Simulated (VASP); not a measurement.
HfO2: transverse stress against strain

HfO2 (fluorite, Fm-3m, 10.305 Å³/atom and stress up to 0.30 GPa in the relaxed cell, cube axes along x, y and z) under an equal strain ε along x and y, with z held. LDA in VASP (plane waves, PAW), 600 eV, 10×10×10 Γ-centred mesh, Gaussian smearing 0.05 eV; ions are relaxed, or left where forces stay under 0.02 eV/Å, within the symmetry of each cell. Against the start cell, which lies near the measured one, the relaxed cell differs by -5.7 % in volume; the values below rest on it. Stress is positive for a compressed cell.

Here s stands for strain and y for stress zz.

| strain (%) | stress zz (GPa) |
|---|---|
| -3.00 | ? |
| -1.50 | 3.75 |
| -1.00 | 2.31 |
| -0.50 | 0.96 |
| 0.00 | -0.30 |
| 0.50 | -1.47 |
| 1.00 | -2.55 |
| 1.50 | -3.56 |

Task: Fit y against s with a straight line, and predict the withheld value at s = -3.00.

Result: Means: s 0, y -0.123. About the means, the sum of products is -17.040 and the sum of squares of s is 7.0000; the slope is their ratio. Least squares gives y = -0.123 - 2.4343·s. Residuals (row less fit): 0.222, -0.001, -0.134, -0.177, -0.130, 0.007, 0.214; standard error 0.180 (degrees of freedom: 5). The slope gives the elastic constant 2C12 = 243 ± 7 GPa (± standard error of the fit, which holds the terms cut off). At the withheld row, y = -0.123 - 2.4343 × (-3.0) = 7.180 GPa. The calculation gives 8.72 GPa, 1.540 GPa above the prediction (12.5 % of the range of y in the table). The row lies outside the fitted rows, so this is an extrapolation. From the scatter of the fitted rows alone, a prediction at this place has a standard error of 0.280 GPa, so the miss is 5.5 times that.

A polynomial of degree 2 through the 12 other runs of the series gives 8.62 there, so most of the miss is curvature that the fit leaves out. The primitive cell can neither tilt nor turn polar against its symmetry, as such crystals can under strain. HfO2 is here the high-temperature cubic form, which is unstable at 0 K; the monoclinic form is the stable one. Rows are the converged runs of the series near zero and its far end; series whose fitted rows scatter by over a few per cent of the range, as at a crossing or softening among them, aren't shown in this form, nor equations of state whose B0' disagrees with the runs' pressures. Most that stay on the fit to the last digits aren't either.
